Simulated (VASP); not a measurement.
Data:

```xyz
2
Lattice="0.0000 2.9097 2.9097 2.9097 0.0000 2.9097 2.9097 2.9097 0.0000" Properties=species:S:1:pos:R:3 pbc="T T T"
Al     0.0000     0.0000     0.0000
As     1.4549     1.4549     1.4549
```

Calculation: revPBE GGA, VASP's PBE PAW potentials (set 64) (plane waves; VASP). Settings: 520 eV cut-off, 8×8×8 Γ-centred mesh, Gaussian smearing of 0.050 eV, potentials Al As.

### Question
What does the run give for the energy per atom (σ→0), pressure, band gap (on the k-mesh) with the smallest direct gap where there is one?

### Answer

| Item | Value |
|---|---|
| band gap (on the k-mesh) | 1.52 eV |
| smallest direct gap (on the k-mesh) | 1.52 eV |
| energy per atom (σ→0) | -4.449 eV/atom |
| pressure | -1.78 GPa |

The compound is AlAs in the zinc blende structure. This cell is one point of a volume scan, at 1.03 of the reference volume.
